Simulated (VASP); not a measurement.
Data:

```yaml
crystal:
  lattice:
    - [2.41956, -4.19081, 0.00000]
    - [2.41956, 4.19081, 0.00000]
    - [0.00000, 0.00000, 6.07084]
  atoms:
    - { symbol: Te, position: [0.00000, 0.25321, 0.66667] }
    - { symbol: Te, position: [0.74679, 0.74679, 0.00000] }
    - { symbol: Te, position: [0.25321, 0.00000, 0.33333] }
```

Computed with vdW-DF2, VASP's PBE PAW potentials (set 64) (plane waves; VASP). Settings: 520 eV cut-off, Gaussian smearing of 0.050 eV, potentials Te.

Unless said otherwise, spin-orbit coupling is left out, though it shifts the bands of the heavy elements here.

Q: Give the energies of bands 4 to 12 at the high-symmetry points, in eV from the valence-band maximum.

A: 
```tsv
band	Γ	M	K	A	L	H
4	-2.61	-3.77	-3.58	-3.25	-4.39	-4.11
5	-2.59	-3.51	-3.58	-2.28	-3.08	-3.81
6	-2.59	-2.71	-2.23	-2.28	-3.03	-3.81
7	-1.24	-2.45	-2.23	-0.94	-1.67	-0.68
8	-1.24	-0.91	-2.23	-0.91	-1.32	-0.04
9	-0.41	-0.66	-1.64	-0.91	-0.04	-0.04
10	1.04	1.10	2.36	0.70	1.04	0.40
11	1.04	1.25	2.36	0.70	1.86	1.62
12	1.50	3.04	2.67	0.77	2.19	1.62
```

The gap is indirect, 0.40 eV, from the valence maximum at L-H at 0.78 to the conduction minimum at H.

The compound is Te in the trig structure. It was relaxed first, which changed the volume by +21 %.
